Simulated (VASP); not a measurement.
Input:

```
CELL_PARAMETERS angstrom
      4.14846     0.00000     0.00000
      0.00000     4.14846     0.00000
      0.00000     0.00000     5.89546
ATOMIC_POSITIONS crystal
  In 0.00000 0.00000 0.50000
  Ga 0.50000 0.50000 0.00000
  As 0.50000 0.00000 0.76988
  As 0.00000 0.50000 0.23012
```

These are PBEsol GGA, VASP's PBE PAW potentials (set 64) (plane waves; VASP) values and carry that method's errors. Numerical set-up: 400 eV cut-off, 8×8×6 Γ-centred mesh, tetrahedra with Blöchl corrections, potentials In_d Ga_d As.

Unless said otherwise, spin-orbit coupling is left out, though it shifts the bands of the heavy elements here.

### Question
What does the run give for the energy per atom (σ→0), band gap (on the k-mesh) with the smallest direct gap where there is one?

### Answer

```yaml
band gap (on the k-mesh): none (metal, semimetal or under 0.01 eV)
energy per atom (σ→0): -4.375 eV/atom
```

The structure comes from a computed database's InGaAs2 entry (P-4m2); how it stands against other phases isn't given here. It was relaxed first.
